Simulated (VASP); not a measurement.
Computed with PBE GGA, VASP's PBE PAW potentials (set 64) (plane waves; VASP).

The input files of a VASP run:

### INCAR
```
! general
SYSTEM  = ZrC
PREC    = Accurate
ENCUT   = 520
LREAL   = .False.
LASPH   = .True.
ICHARG  = 11

! electronic loop
EDIFF   = 1E-7
NELM    = 100
ALGO    = Normal
LMAXMIX = 4

! smearing
ISMEAR  = 0
SIGMA   = 0.05

! functional
GGA     = PE

! output
LWAVE   = .False.
LCHARG  = .False.
LORBIT  = 11
```

**POSCAR**
```
ZrC
1
    0.0000000000     2.3554971985     2.3554971985
    2.3554971985    -0.0000000000     2.3554971985
    2.3554971985     2.3554971985     0.0000000000
Zr C
1 1
Direct
  0.0000000000   0.0000000000   0.0000000000
  0.5000000000   0.5000000000   0.5000000000
```

KPOINTS:
```
k-points along high-symmetry lines
15
Line-mode
Reciprocal
  0.000000   0.000000   0.000000 ! GAMMA
  0.500000   0.000000   0.500000 ! X

  0.500000   0.000000   0.500000 ! X
  0.625000   0.250000   0.625000 ! U

  0.375000   0.375000   0.750000 ! K
  0.000000   0.000000   0.000000 ! GAMMA

  0.000000   0.000000   0.000000 ! GAMMA
  0.500000   0.500000   0.500000 ! L

  0.500000   0.500000   0.500000 ! L
  0.500000   0.250000   0.750000 ! W

  0.500000   0.250000   0.750000 ! W
  0.500000   0.000000   0.500000 ! X
```

POTCAR, in this order: Zr_sv C (PBE.64 set). Program: vasp_std. Read from the step before: CHGCAR.

The resulting files:

### OUTCAR
```
 ion  position               nearest neighbor table
   1  0.000  0.000  0.000-   2 2.36   2 2.36   2 2.36   2 2.36   2 2.36   2 2.36
   2  0.500  0.500  0.500-   1 2.36   1 2.36   1 2.36   1 2.36   1 2.36   1 2.36
  LATTYP: Found a face centered cubic cell.
 ALAT       =     4.7109943970
 Subroutine PRICEL returns:
 Original cell was already a primitive cell.
 Subroutine GETGRP returns: Found 48 space group operations
The static configuration has the point symmetry O_h .
The dynamic configuration has the point symmetry O_h .
 Subroutine INISYM returns: Found 48 space group operations
   k-points           NKPTS =     90   k-points in BZ     NKDIM =     90   number of bands    NBANDS=     12
   number of dos      NEDOS =    301   number of ions     NIONS =      2
   total plane-waves  NPLWV =  21952
   dimension x,y,z NGX =    28 NGY =   28 NGZ =   28
   dimension x,y,z NGXF=    56 NGYF=   56 NGZF=   56
   ions per type =               1   1
   PREC   = accura    normal or accurate (medium, high low for compatibility)
   ISTART =      0    job   : 0-new  1-cont  2-samecut
   ICHARG =     11    charge: 1-file 2-atom 10-const
   ISPIN  =      1    spin polarized calculation?
   LNONCOLLINEAR =      F non collinear calculations
   LSORBIT =      F    spin-orbit coupling
   INIWAV =      1    electr: 0-lowe 1-rand  2-diag
   ENCUT  =  520.0 eV  38.22 Ry    6.18 a.u.   6.19  6.19  6.19*2*pi/ulx,y,z
   NELM   =    100;   NELMIN=  2; NELMDL= -5     # of ELM steps
   EDIFF  = 0.1E-06   stopping-criterion for ELM
   LREAL  =      F    real-space projection
   NLSPLINE    = F    spline interpolate recip. space projectors
   LMAXMIX     =    4 max onsite mixed and CHGCAR
   VOSKOWN=      0    Vosko Wilk Nusair interpolation
   EDIFFG = 0.1E-05   stopping-criterion for IOM
   NSW    =      0    number of steps for IOM
   NBLOCK =      1;   KBLOCK =      1    inner block; outer block
   IBRION =     -1    ionic relax: 0-MD 1-quasi-New 2-CG
   NFREE  =      0    steps in history (QN), initial steepest desc. (CG)
   ISIF   =      2    stress and relaxation
   ISYM   =      2    0-nonsym 1-usesym 2-fastsym
   TEIN   =    0.0    initial temperature
   TEBEG  =    0.0;   TEEND  =   0.0 temperature during run
...
```

### OSZICAR
```
       N       E                     dE             d eps       ncg     rms          rms(c)
DAV:   1     0.109301980369E+03    0.10930E+03   -0.91265E+03  2160   0.135E+03
DAV:   2    -0.112563075980E+02   -0.12056E+03   -0.11516E+03  2512   0.334E+02
DAV:   3    -0.164839600543E+02   -0.52277E+01   -0.50035E+01  3492   0.590E+01
DAV:   4    -0.166296913259E+02   -0.14573E+00   -0.14550E+00  2584   0.893E+00
DAV:   5    -0.166342237664E+02   -0.45324E-02   -0.45318E-02  3264   0.122E+00
DAV:   6    -0.166342789266E+02   -0.55160E-04   -0.55158E-04  2592   0.135E-01
DAV:   7    -0.166342797030E+02   -0.77643E-06   -0.77555E-06  3264   0.134E-02
DAV:   8    -0.166342797083E+02   -0.52244E-08   -0.58411E-08  1820   0.136E-03
   1 F= -.16634280E+02 E0= -.16633307E+02  d E =-.194614E-02
```

File OUTCAR:
```
 val. band max:        9.8298403658   @ k =   0.5536   0.1071   0.5536

 cond. band min:       9.8418570205   @ k =   0.5000   0.0536   0.5536



 k-point     1 :       0.0000    0.0000    0.0000
  band No.  band energies     occupation
      1     -38.5969      2.00000
      2     -16.3117      2.00000
      3     -16.3117      2.00000
      4     -16.3117      2.00000
      5      -1.7460      2.00000
      6      10.4704      0.00000
      7      10.4704      0.00000
      8      10.4704      0.00000
      9      10.6266      0.00000
     10      10.6266      0.00000
     11      10.6266      0.00000
     12      12.3277      0.00000

 k-point     2 :       0.0357    0.0000    0.0357
  band No.  band energies     occupation
      1     -38.5953      2.00000
      2     -16.3223      2.00000
      3     -16.3152      2.00000
      4     -16.3152      2.00000
      5      -1.7076      2.00000
      6      10.0469      0.00000
      7      10.1602      0.00000
      8      10.1602      0.00000
      9      10.5713      0.00000
     10      10.9931      0.00000
     11      10.9931      0.00000
     12      12.3447      0.00000

 k-point     3 :       0.0714    0.0000    0.0714
  band No.  band energies     occupation
      1     -38.5905      2.00000
      2     -16.3533      2.00000
      3     -16.3255      2.00000
      4     -16.3255      2.00000
      5      -1.5955      2.00000
      6       9.2580      2.00000
      7       9.8436      0.76556
      8       9.8436      0.76555
      9      10.4141      0.00000
     10      11.4763      0.00000
     11      11.4763      0.00000
     12      12.3950      0.00000

 k-point     4 :       0.1071    0.0000    0.1071
  band No.  band energies     occupation
      1     -38.5828      2.00000
      2     -16.4024      2.00000
      3     -16.3422      2.00000
      4     -16.3422      2.00000
      5      -1.4199      2.00000
      6       8.4432      2.00000
      7       9.5873      2.00000
...
```

The density is held fixed in this step, so its total energy and stress have no physical meaning.

The structure was generated: ZrC was put into the rock salt type (Fm-3m), which need not be its known phase. It was relaxed first, which changed the volume by -34 %.
